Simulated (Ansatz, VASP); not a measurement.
# InTe2: VASP beside Ansatz, part 2 of 2

One calculation is typed for both programs; each brings its own data sets. How far apart do they land? The cell is generated by rule, not measured, and may not be a known phase. The cell is taken from a series of runs on this material, whose earlier steps may have relaxed, scaled, displaced or heated it; both programs get it as it stands.

VASP 6.6.1 and Ansatz 0.2.0.

So far. Step 5 (VASP: single point, PBEsol, pair 2): The run ends at a pressure of 1.52 GPa. Step 6 (Ansatz: single point, PBEsol, pair 2): The run ends at a pressure of 1.50 GPa.

### 7. Side by side

What differs besides the data sets and the points named for the pairs above, as far as they apply: the data sets hold 45 valence electrons in Ansatz (on its default PAW (the set named soft_2) files) and 25 in VASP. Total energies have different zeros and are not compared.

Both answers:

```
      quantity  Ansatz  VASP  difference
pressure (GPa)    1.50  1.52       -0.02
```

### 8. Ansatz: single point, PBEsol, pair 3

A single point takes one fixed geometry, so differences don't come from the geometry; what else differs is listed under the comparison. The cell compared in this pair holds 95.51 Å³, against 91.28 Å³ for the pair before.

The cell is taken from a series of runs on this material, whose earlier steps may have relaxed, scaled, displaced or heated it; both programs get it as it stands.

input.yaml reads:

```yaml
crystal:
  lattice:
    - [0.0, 3.6280800519, 3.6280800519]
    - [3.6280800519, 0.0, 3.6280800519]
    - [3.6280800519, 3.6280800519, 0.0]
  atoms:
    - { symbol: In, position: [0.0, 0.0, 0.0] }
    - { symbol: Te, position: [0.75, 0.75, 0.75] }
    - { symbol: Te, position: [0.25, 0.25, 0.25] }
kpoints:
  mp_grid: { grid: [10, 10, 10] }
hamiltonian:
  xc: pbesol
scf:
  occupations: { method: methfessel_paxton, width: 0.15 }
output:
  forces: true
  stress: true
  eigenvalues: true
```

Run with:

```
$ ansatz run input.yaml --threads 4 --pin off --max-ram 8192MiB --backend cpu --events-out ev --progress --plain --runs-dir out
```

Numbers of over 12 decimals in the logs are rounded to 6 here.

Log:

```text
[...]
Crystal: 3 atoms, lattice volume = 95.513 Å³
Basis set: ecut = 420 eV, 1893 PW (Γ), exchange–correlation on 72×72×72 points (8 copies of the dense FFT grid, shifted against one another)
Bands: 27, of which v1, the nominal top of the filled ones, is band 23 counted from 1 (22 counted from 0)
Symmetry: 48 space group operations
[...]
k-points: 47 of 1000
[...]
--- Band table (eV; the first three rows and the last of 47) ---
  k-point 0: bands = [... 19 lower, 5.9345, 6.5165, 7.6503, 7.6503, 7.6503, 10.6079, 10.6079, 10.6079]
  k-point 1: bands = [... 19 lower, 5.9077, 6.1853, 7.5700, 7.5700, 8.4125, 10.6964, 10.7129, 10.7129]
  k-point 2: bands = [... 19 lower, 5.8516, 6.1639, 7.3479, 7.3479, 9.2635, 11.0679, 11.0679, 11.3100]
  k-point 46: bands = [... 19 lower, 5.5896, 6.9239, 8.6647, 9.4488, 9.6299, 11.8421, 13.3036, 13.7369]
[key lines of the parts left out:]
SCF converged after 6 iterations
Free energy (F): -19327.939809 eV
Fermi energy:    8.710923 eV
P = ⅓ Tr σ = -0.6653 GPa (-6.653 kbar)
```

The run ends at a pressure of -0.67 GPa.

### 9. VASP: single point, PBEsol, pair 3

The same cell, functional, mesh and smearing now go to VASP, with its own data sets.

INCAR reads:

```
SYSTEM = InTe2
PREC = Accurate
ENCUT = 500
EDIFF = 1E-06
NELM = 120
ISMEAR = 1
SIGMA = 0.15
LREAL = .FALSE.
ALGO = Normal
GGA = PS
NBANDS = 18
LORBIT = 11
LWAVE = .FALSE.
LCHARG = .FALSE.
ISIF = 2
LASPH = .TRUE.
GGA_COMPAT = .FALSE.
KPAR = 2
```

POSCAR reads:

```
InTe2
1.0
    0.0000000000      3.6280800519      3.6280800519
    3.6280800519      0.0000000000      3.6280800519
    3.6280800519      3.6280800519      0.0000000000
In Te
1 2
Direct
    0.0000000000      0.0000000000      0.0000000000
    0.7500000000      0.7500000000      0.7500000000
    0.2500000000      0.2500000000      0.2500000000
```

KPOINTS reads:

```
Automatic mesh
0
Gamma
10 10 10
0 0 0
```

PAW data sets: In_d and Te (PBE family, release 64).

Run with:

```
$ mpirun -np 2 vasp_std
```

Log:

```text
[... set-up lines as in an earlier step ...]
 entering main loop
       N       E                     dE             d eps       ncg     rms          rms(c)
DAV:   1     0.167525238661E+03    0.16753E+03   -0.10222E+04  1692   0.127E+03
DAV:   2     0.542547695745E+01   -0.16210E+03   -0.15881E+03  1832   0.304E+02
DAV:   3    -0.904689464831E+01   -0.14472E+02   -0.14005E+02  2208   0.931E+01
DAV:   4    -0.959722007242E+01   -0.55033E+00   -0.54398E+00  2168   0.183E+01
[...]
DAV:  10    -0.954565020139E+01   -0.19155E-05   -0.22951E-05  2322   0.342E-02    0.294E-02
DAV:  11    -0.954565662769E+01   -0.64263E-05   -0.14288E-05  1762   0.285E-02    0.298E-02
DAV:  12    -0.954565595477E+01    0.67292E-06   -0.83765E-07  1432   0.926E-03
   1 F= -.95456560E+01 E0= -.95454626E+01  d E =-.579981E-03
```

From OUTCAR (step 9):

```text
  Total       -0.3882200     -0.3882200     -0.3882200     -0.0000000      0.0000000     -0.0000000
  in kB       -6.5122024     -6.5122024     -6.5122024     -0.0000000      0.0000000     -0.0000000
  external PRESSURE =      -6.5122024 kB  Pullay stress =       0.0000000 kB

 POSITION                                       TOTAL-FORCE (eV/Angst)
 -----------------------------------------------------------------------------------
      0.00000      0.00000      0.00000        -0.000000     -0.000000      0.000000
      5.44212      5.44212      5.44212        -0.000000     -0.000000     -0.000000
      1.81404      1.81404      1.81404         0.000000      0.000000      0.000000
 -----------------------------------------------------------------------------------
    total drift:                               -0.000000      0.000000      0.000000

  FREE ENERGIE OF THE ION-ELECTRON SYSTEM (eV)
  ---------------------------------------------------
  free  energy   TOTEN  =        -9.5456559548 eV

  energy  without entropy=       -9.5450759741  energy(sigma->0) =       -9.54546263

[... 1 part as in an earlier step ...]

[... 2 further parts left out ...]
[key lines of the parts left out:]
E-fermi :   5.9662
```

The run ends at a pressure of -0.65 GPa.

### 10. Side by side

What differs besides the data sets and the points named for the pairs above, as far as they apply: the data sets hold 45 valence electrons in Ansatz (on its default PAW (the set named soft_2) files) and 25 in VASP. Total energies have different zeros and are not compared.

The two programs side by side:

```
      quantity  Ansatz   VASP  difference
pressure (GPa)   -0.67  -0.65       -0.01
```

### 11. Summary of results

```json
{
 "difference in pressure (single point, PBEsol, pair 1)": "-0.021 GPa",
 "difference in pressure (single point, PBEsol, pair 2)": "-0.024 GPa",
 "difference in pressure (single point, PBEsol, pair 3)": "-0.014 GPa"
}
```

What this shows: The difference in pressure is -0.024 GPa (single point, PBEsol, pair 2), within the 1 GPa picked in this series as the mark of a large difference. The data sets hold unlike numbers of valence electrons (45 in Ansatz and 25 in VASP), so part of the differences may come from the potentials. 2 further pairs of this series are not shown here. Such differences can come from data sets, numerical settings and the points named under the comparisons, not from the functional's error against experiment.

[Lines on the potential files, build, host, timing and source positions are cut from VASP's logs without a mark.]

[Logs are printed without paths, hosts, clocks, repeated set-up lines and the standing remarks that a program may print on its own settings, such as how far it seeks lower states.]

[Hosts, paths, dates, database ids (printed as entryN), source tags and the programs' standing remarks are cut or masked in the printed files.]
